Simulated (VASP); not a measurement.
**NbV₃N₄ (ordered alloy cell): computed properties**

These are PBEsol GGA, VASP's PBE PAW potentials (set 64) (plane waves; VASP) values and carry that method's errors.

```
Property                                                              Result
----------------------------------  ----------------------------------------
space group                                                      Pm-3m (221)
cell                                 a = b = c = 4.172 Å, α = β = γ = 90.00°
volume per atom                                                9.07 Å^3/atom
band gap (over mesh and band path)  none (metal, semimetal or under 0.01 eV)
density                                                           6.90 g/cm³
```

```yaml
crystal:
  lattice:
    - [4.17168, 0.00000, 0.00000]
    - [0.00000, 4.17168, 0.00000]
    - [0.00000, 0.00000, 4.17168]
  atoms:
    - { symbol: V, position: [0.00000, 0.00000, 0.00000] }
    - { symbol: V, position: [0.50000, 0.50000, 0.00000] }
    - { symbol: V, position: [0.50000, 0.00000, 0.50000] }
    - { symbol: N, position: [0.50000, 0.50000, 0.50000] }
    - { symbol: N, position: [0.00000, 0.00000, 0.50000] }
    - { symbol: N, position: [0.00000, 0.50000, 0.00000] }
    - { symbol: N, position: [0.50000, 0.00000, 0.00000] }
    - { symbol: Nb, position: [0.00000, 0.50000, 0.50000] }
```

The structure was generated: NbV3N4 was put into an ordered model structure (Pm-3m), which need not be its known phase. It was relaxed first. Symmetry was kept, so distortions that lower it aren't found. The run is not spin-polarised, so no magnetic state was tried.
